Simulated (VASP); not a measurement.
Given:

```
CaS
1.0
    0.00000     2.83309     2.83309
    2.83309     0.00000     2.83309
    2.83309     2.83309     0.00000
Ca S
1 1
Cartesian
  0.00000   0.00000   0.00000
  2.83309   2.83309   2.83309
```

Calculation: optB86b-vdW, VASP's PBE PAW potentials (set 64) (plane waves; VASP). Run with 520 eV cut-off, 9×9×9 Γ-centred mesh, tetrahedra with Blöchl corrections, potentials Ca_sv S.

### Question
Estimate the energy per atom (σ→0).

### Answer

- energy per atom (σ→0): -3.389 eV/atom

Only differences to runs with the same potentials and settings are physical.

The compound is CaS in the rock salt structure. It was relaxed first.
